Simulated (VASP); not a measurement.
Output of a VASP run:

### OSZICAR
```
       N       E                     dE             d eps       ncg     rms          rms(c)
DAV:   1     0.590777961491E+02    0.59078E+02   -0.69564E+03   848   0.113E+03
DAV:   2    -0.129287143170E+02   -0.72007E+02   -0.66204E+02   928   0.203E+02
DAV:   3    -0.148446217187E+02   -0.19159E+01   -0.18876E+01  1052   0.326E+01
DAV:   4    -0.148618535719E+02   -0.17232E-01   -0.17230E-01   972   0.358E+00
DAV:   5    -0.148621107818E+02   -0.25721E-03   -0.25719E-03  1092   0.468E-01    0.937E+00
DAV:   6    -0.135955038656E+02    0.12666E+01   -0.69364E+00   944   0.294E+01    0.396E+00
DAV:   7    -0.135081950887E+02    0.87309E-01   -0.31667E-01   880   0.672E+00    0.180E+00
DAV:   8    -0.134727627758E+02    0.35432E-01   -0.28746E-02   960   0.125E+00    0.421E-01
DAV:   9    -0.134709717896E+02    0.17910E-02   -0.39580E-03   992   0.739E-01    0.202E-01
DAV:  10    -0.134710336523E+02   -0.61863E-04   -0.17601E-04   920   0.122E-01    0.388E-02
DAV:  11    -0.134710263735E+02    0.72789E-05   -0.92001E-06  1064   0.271E-02    0.133E-02
DAV:  12    -0.134710263297E+02    0.43790E-07   -0.91283E-07   628   0.833E-03
   1 F= -.13471026E+02 E0= -.13470720E+02  d E =-.134710E+02
```

**OUTCAR**
```
------------------------ aborting loop because EDIFF is reached ----------------------------------------
  FORCE on cell =-STRESS in cart. coord.  units (eV):
  Direction    XX          YY          ZZ          XY          YZ          ZX
  --------------------------------------------------------------------------------------
  Total        0.0094232      0.0094232      0.0094232     -0.0000000     -0.0000000     -0.0000000
  in kB        0.2796901      0.2796901      0.2796901     -0.0000000     -0.0000000     -0.0000000
  external PRESSURE =       0.2796901 kB  Pullay stress =       0.0000000 kB
  volume of cell :       53.98
      direct lattice vectors                 reciprocal lattice vectors
     0.000000000  2.999626348  2.999626348    -0.166687428  0.166687428  0.166687428
     2.999626348  0.000000000  2.999626348     0.166687428 -0.166687428  0.166687428
     2.999626348  2.999626348  0.000000000     0.166687428  0.166687428 -0.166687428
 POSITION                                       TOTAL-FORCE (eV/Angst)
 -----------------------------------------------------------------------------------
      1.49981      1.49981      1.49981        -0.000000      0.000000     -0.000000
      4.49944      4.49944      4.49944         0.000000     -0.000000      0.000000
      0.00000      0.00000      0.00000        -0.000000      0.000000     -0.000000
 -----------------------------------------------------------------------------------
    total drift:                                0.000000     -0.000000      0.000000
  FREE ENERGIE OF THE ION-ELECTRON SYSTEM (eV)
  ---------------------------------------------------
  free  energy   TOTEN  =       -13.4710263297 eV

  energy  without entropy=      -13.4701083608  energy(sigma->0) =      -13.47072034

 reached required accuracy - stopping structural energy minimisation
```
(Selected blocks of OUTCAR.)

POSCAR:
```
AuAl2
1
   -0.0000000000     2.9996263480     2.9996263480
    2.9996263480    -0.0000000000     2.9996263480
    2.9996263480     2.9996263480     0.0000000000
Al Au
2 1
Direct
  0.2500000000   0.2500000000   0.2500000000
  0.7500000000   0.7500000000   0.7500000000
  0.0000000000   0.0000000000   0.0000000000
```

Problem. Write an INCAR and KPOINTS that could have produced this output.

Solution. Several could match; the one computed here: the input of the run itself, PBEsol GGA, plane waves, VASP's PBE PAW potentials (set 64).

**KPOINTS**
```
Automatic
0
Gamma
9 9 9
```

INCAR:
```
LREAL=.False.   # projection in real space or not
EDIFF=1E-6   # SCF stop (eV)
ENCUT=500   # plane-wave cut-off (eV)
LMAXMIX=6   # l cut-off of mixed one-centre charges
LCHARG=.False.
ISIF=3   # ions, shape and volume
IBRION=2   # conjugate gradients
ISMEAR=1   # Methfessel-Paxton
PREC=Accurate
ALGO=Normal
LASPH=.True.
SYSTEM=AuAl2
GGA=PS
SIGMA=0.1   # width (eV)
NSW=40   # most ionic steps
EDIFFG=-0.02   # ionic stop
LWAVE=.False.
NELM=100   # most electronic steps
```

POTCAR, in this order: Al Au (PBE.64 set). Program: vasp_std.

The compound is AuAl2 in the fluorite structure. It was relaxed first. The electron count is odd and the run is not spin-polarised, which forces a metal.
